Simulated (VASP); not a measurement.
Ga:

```
CELL_PARAMETERS angstrom
2.26150 -3.83050 0.00000
2.26150 3.83050 0.00000
0.00000 0.00000 4.52400
ATOMIC_POSITIONS crystal
Ga 0.84510 0.15490 0.08100
Ga 0.65490 0.34510 0.58100
Ga 0.15490 0.84510 0.91900
Ga 0.34510 0.65490 0.41900
```

```yaml
Program: VASP 6.6.1
Task: relaxation of cell and atoms
Functional: PBE
Potentials_or_basis: VASP PAW PBE potentials, release 64 (Ga_d)
Cutoff: 600 eV
k_mesh: 12 × 12 × 10
Occupations: methfessel-paxton, width 0.1 eV
Spin: no spin polarisation
```

At the start: pressure 2.0 GPa; volume 19.59 Å³/atom.

Q: How do energy, volume and symmetry change on relaxing?

A: Over 12 steps the energy falls by 5.1 meV/atom and the volume is 20.33 Å³/atom (+3.8 %); space group Cmce (No. 64, to 0.05 Å).

Step by step:
| step | energy change (eV) | largest force (eV/Å) | pressure (GPa) | volume (Å³) |
| --- | --- | --- | --- | --- |
| 1 | 0.0000 | 0.1370 | 1.98 | 78.38 |
| 2 | -0.0196 | 0.0256 | 0.25 | 81.16 |
| 3 | -0.0189 | 0.0045 | -0.30 | 81.89 |
| 4 | -0.0196 | 0.0169 | -0.12 | 81.46 |
| 5 | -0.0196 | 0.0215 | 0.05 | 81.35 |
| 6 | -0.0201 | 0.0214 | -0.12 | 81.43 |
| 7 | -0.0202 | 0.0231 | -0.09 | 81.47 |
| 8 | -0.0201 | 0.0275 | -0.18 | 81.56 |
| 9 | -0.0202 | 0.0259 | -0.10 | 81.49 |
| 10 | -0.0204 | 0.0060 | -0.07 | 81.34 |
| 11 | -0.0204 | 0.0078 | 0.16 | 81.27 |
| 12 | -0.0204 | 0.0051 | -0.06 | 81.32 |

Final structure:
```xyz
4
Lattice="2.2856 -3.8735 0.0000 2.2856 3.8735 0.0000 0.0000 0.0000 4.5927" Properties=species:S:1:pos:R:3 pbc="T T T"
Ga    2.2856   -2.6627    0.3747
Ga    2.2856   -1.2108    2.6710
Ga    2.2856    2.6627    4.2180
Ga    2.2856    1.2108    1.9217
```
